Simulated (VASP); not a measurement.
```xyz
4
Lattice="3.6911 0.0000 0.0000 0.0000 3.6911 0.0000 0.0000 0.0000 3.6531" Properties=species:S:1:pos:R:3 pbc="T T T"
Cu     0.0000     1.8455     1.8266
Cu     1.8455     0.0000     1.8266
Cu     1.8455     1.8455     0.0000
Pd     0.0000     0.0000     0.0000
```

Method: LDA (Ceperley-Alder, Perdew-Zunger), VASP's LDA PAW potentials (set 64) (plane waves; VASP). Settings: 300 eV cut-off, 9×9×9 Γ-centred mesh, Fermi-Dirac smearing of 0.14 eV, potentials Cu Pd.

At this cut-off the stress carries a Pulay error, which pulls relaxed volumes low.

Question: Give the stress tensor in GPa (positive for a compressed cell).

Answer: 
```
-10.63    0.00    0.00
  0.00  -10.63    0.00
  0.00    0.00  -10.06
```
The pressure is its mean diagonal, -10.44 GPa.

The structure comes from a measured Cu3Pd entry of the Crystallography Open Database, whose conditions weren't checked. The cell was not relaxed at this level. The electron count is odd and the run is not spin-polarised, which forces a metal.
